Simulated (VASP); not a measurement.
Input of a VASP 6.6.1 run:

File INCAR:

```
SYSTEM = Be12Br
PREC = Accurate
ENCUT = 520
EDIFF = 1E-7
ISMEAR = 0
SIGMA = 0.15
LREAL = .False.
LASPH = .True.
NELM = 100
ALGO = Normal
ISIF = 2
LWAVE = .False.
LCHARG = .False.
GGA = PE
NBANDS = 28
```

KPOINTS

```
Automatic mesh
0
Gamma
  5 5 1
  0 0 0
```

POSCAR

```
Be12Br
1.0
    4.5800000000      0.0000000000      0.0000000000
    2.2900000000      3.9663960000      0.0000000000
    0.0000000000      0.0000000000     15.5884300000
Be Br
12 1
Direct
    0.0000000000      0.0000000000      0.0641501000
    0.5000000000      0.0000000000      0.0641501000
    0.0000000000      0.5000000000      0.0641501000
    0.5000000000      0.5000000000      0.0641501000
   -0.1602020745      0.3300921155      0.1842110487
    0.3301189760      0.3300902534      0.1842123950
   -0.1666586392      0.8333228174      0.1775390136
    0.3301182570      0.8397741195      0.1842122471
   -0.0038578210     -0.0039235922      0.3053800808
    0.5077726954     -0.0039169720      0.3053782329
   -0.0038511483      0.5077022484      0.3053815509
    0.5000198775      0.4999741481      0.2888220492
    0.1666823696      0.1666479034      0.4278842639
```

Potentials or basis: VASP PAW PBE potentials, release 64 (Be, Br).

Launch:

```bash
$ cat potpaw_PBE.64/Be/POTCAR potpaw_PBE.64/Br/POTCAR > POTCAR
$ mpirun -np 1 vasp_std > vasp.out
```

What does it give for the band gap on the k mesh?

None (metal or under the smearing width).

Predict the largest force.

0.264 eV/Å.

Forces on the atoms (eV/Å):
```
Be   0.228  0.131 -0.023
Be  -0.228  0.131 -0.023
Be   0.000 -0.263 -0.023
Be   0.000  0.000  0.051
Be   0.000  0.000 -0.003
Be   0.000  0.000 -0.003
Be   0.000  0.000  0.006
Be   0.000  0.000 -0.003
Be   0.001  0.001  0.003
Be   0.000  0.000  0.003
Be   0.000  0.000  0.002
Be   0.000  0.000  0.009
Br   0.000  0.000  0.003
```

Caveat: an odd number of electrons without spin polarisation forces a metal; a magnetic or distorted state may lie lower.
